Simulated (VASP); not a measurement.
Input:

```yaml
crystal:
  lattice:
    - [2.28000, -3.94908, 0.00000]
    - [2.28000, 3.94908, 0.00000]
    - [0.00000, 0.00000, 6.98000]
  atoms:
    - { symbol: Pb, position: [0.00000, 0.00000, 0.00000] }
    - { symbol: I, position: [0.33333, 0.66667, 0.26800] }
    - { symbol: I, position: [0.66667, 0.33333, 0.73200] }
```

Method: PBE GGA, VASP's PBE PAW potentials (set 64) (plane waves; VASP). Run with 300 eV cut-off, 4×4×3 Γ-centred mesh, Fermi-Dirac smearing of 0.020 eV, potentials Pb_d I.

Unless said otherwise, spin-orbit coupling is left out, though it shifts the bands of the heavy elements here.

Task: Give the energies of bands 8 to 17 at the high-symmetry points, in eV from the valence-band maximum.

Result: 
| band | Γ | M | K | A | L | H |
|---|---|---|---|---|---|---|
| 8 | -6.95 | -7.42 | -7.51 | -6.75 | -7.45 | -7.49 |
| 9 | -1.19 | -2.93 | -2.49 | -1.95 | -3.38 | -2.99 |
| 10 | -1.01 | -2.43 | -2.49 | -1.16 | -1.85 | -2.99 |
| 11 | -1.01 | -2.08 | -2.31 | -1.16 | -1.73 | -2.68 |
| 12 | -0.94 | -1.63 | -1.66 | -0.75 | -1.39 | -0.77 |
| 13 | -0.94 | -0.78 | -1.66 | -0.75 | -1.17 | -0.77 |
| 14 | -0.73 | -0.39 | -0.76 | 0.00 | -0.69 | -0.12 |
| 15 | 2.46 | 2.82 | 4.22 | 2.20 | 3.17 | 3.28 |
| 16 | 3.33 | 3.62 | 4.22 | 3.14 | 3.68 | 3.28 |
| 17 | 3.33 | 4.65 | 4.53 | 3.14 | 4.09 | 4.08 |

The gap is direct, 2.20 eV, from the valence maximum at A to the conduction minimum at A.

The structure is a typed PbI2 crystal (P-3m1). The cell was not relaxed at this level.
